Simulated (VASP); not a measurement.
Data:

```
Cr
1.0
    2.88000     0.00000     0.00000
    0.00000     2.88000     0.00000
    0.00000     0.00000     2.88000
Cr
2
Direct
  0.00000   0.00000   0.00000
  0.50000   0.50000   0.50000
```
Starting moments (μB, in the order of the record's atoms Cr Cr): 1.5 -1.5.

The numbers are results of PBE GGA, VASP's PBE PAW potentials (set 64) (plane waves; VASP 6.6.1), not measurements. Numerical set-up: 400 eV cut-off, 11×11×11 Γ-centred mesh, first-order Methfessel-Paxton smearing of 0.10 eV, potentials Cr_pv.

Problem. Give the stress tensor in GPa (positive for a compressed cell).

Solution. 
```
-4.28   0.00   0.00
 0.00  -4.28   0.00
 0.00   0.00  -4.28
```
The pressure is its mean diagonal, -4.28 GPa.

The compound is Cr in the bcc, AFM order structure. The cell was not relaxed at this level.
